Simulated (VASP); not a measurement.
Method: PBE GGA, VASP's PBE PAW potentials (set 64) (plane waves; VASP 6.6.1).

VASP ran on this input.

**INCAR**
```
SYSTEM = GdN
PREC = Accurate
ENCUT = 520
EDIFF = 1E-6
NELM = 100
ALGO = Normal
LREAL = .FALSE.
LASPH = .TRUE.
ISMEAR = 0
SIGMA = 0.05
GGA = PE
LMAXMIX = 6
LWAVE = .FALSE.
LCHARG = .FALSE.
ISIF = 2
```

**KPOINTS**
```
K-points
0
Gamma
  7 7 7
0 0 0
```

POSCAR:
```
GdN
2.53980
  0.0000000000   1.0000000000   1.0000000000
  1.0000000000   0.0000000000   1.0000000000
  1.0000000000   1.0000000000   0.0000000000
Gd N
1 1
Cart
  0.0000000000   0.0000000000   0.0000000000
  1.0000000000   1.0000000000   1.0000000000
```

POTCAR, in this order: Gd_3 N (PBE.64 set). Program: vasp_std.

**Question.** What will the output report for the number of irreducible k-points (NKPTS), number of bands (NBANDS), largest plane-wave count, number of space-group operations, FFT grid (NGX, NGY, NGZ)?

**Answer.** 
```json
{
 "number of irreducible k-points (NKPTS)": "20",
 "number of bands (NBANDS)": "11",
 "largest_plane_wave_count": "899",
 "number_of_space_group_operations": "48",
 "FFT grid (NGX, NGY, NGZ)": "28 × 28 × 28"
}
```

The compound is GdN in the rock salt structure. The cell was not relaxed at this level. The 4f electrons are frozen in the core of the lanthanide potential, so 4f levels, which can set the real gap, and their magnetism are missing.
